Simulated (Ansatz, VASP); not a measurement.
MgW: VASP beside Ansatz

INCAR

```
PREC     = Accurate       # precision mode
ENCUT    = 520            # plane-wave cutoff, eV
EDIFF    = 1E-7           # SCF threshold, eV
ISMEAR   = -1             # smearing method
SIGMA    = 0.05           # smearing width, eV
LREAL    = False          # projectors in reciprocal space
LASPH    = True           # aspherical terms in the spheres
NELM     = 80             # most SCF steps
ALGO     = Normal         # electronic algorithm
ISIF     = 2              # what is computed and relaxed
LWAVE    = False          # write WAVECAR
LCHARG   = False          # write CHGCAR
GGA      = PE             # functional
NBANDS   = 24             # bands
```

KPOINTS

```
regular mesh
0
Gamma
  6 5 6
```

Contents of POSCAR:

```
MgW
1.0
    4.5844629888      0.0000000000      0.0000000000
    0.0000000000      5.5444573753      0.0000000000
   -0.0277585405      0.0000000000      4.8194837158
W Mg
2 2
Direct
    0.0000000000      0.1820000000      0.2500000000
    0.0000000000      0.8180000000      0.7500000000
    0.5000000000      0.6800000000      0.2500000000
    0.5000000000      0.3200000000      0.7500000000
```

File input.yaml:

```yaml
crystal:
  lattice:
    - [4.5844629888, 0.0, 0.0]
    - [0.0, 5.5444573753, 0.0]
    - [-0.0277585405, 0.0, 4.8194837158]
  atoms:
    - { symbol: W, position: [0.0, 0.182, 0.25] }
    - { symbol: W, position: [0.0, 0.818, 0.75] }
    - { symbol: Mg, position: [0.5, 0.68, 0.25] }
    - { symbol: Mg, position: [0.5, 0.32, 0.75] }
hamiltonian:
  xc: pbe
  pseudopotentials: { kind: paw }
kpoints:
  mp_grid: { grid: [6, 5, 6] }
scf:
  occupations: { method: fermi_dirac, width: 0.05 }
output:
  forces: true
  stress: true
  eigenvalues: true
```

Change from the starting cell: volume scaled by 0.94.

Alike in both runs: task single point; functional PBE; k mesh 6 × 5 × 6; occupations fermi-dirac, width 0.05 eV; no spin polarisation.

|  | VASP | Ansatz |
| --- | --- | --- |
| version | VASP 6.6.1 | Ansatz 0.2.0 |
| potentials or method | VASP PAW PBE potentials, release 64 (W_sv, Mg) | Ansatz PAW |
| plane-wave cutoff (eV) | 520 | 420 |
| valence electrons in the cell | 32 | 48 |

Ansatz gave:

```
gap on the k mesh at the Fermi level (eV)       : none
pressure (GPa)                                  : -21.3
largest component of the traceless stress (GPa) : 4.40
rms of the force components (eV/Å)              : 1.200
```

Question: Estimate VASP's values.

Answer: gap on the k mesh at the Fermi level (eV): none; pressure (GPa): -21.4; largest component of the traceless stress (GPa): 4.40; rms of the force components (eV/Å): 1.197.

Atom by atom the forces differ by 0.003 eV/Å (rms over components). A gap of «none» marks a metal or a gap that the smearing closes. The two sets of potentials don't hold the same shells in valence.

Caveats: forces of over 1 eV/Å show positions far from the minimum, so gaps and moduli don't describe the material at rest. The runs have no spin-orbit coupling, so splittings on W are missing.
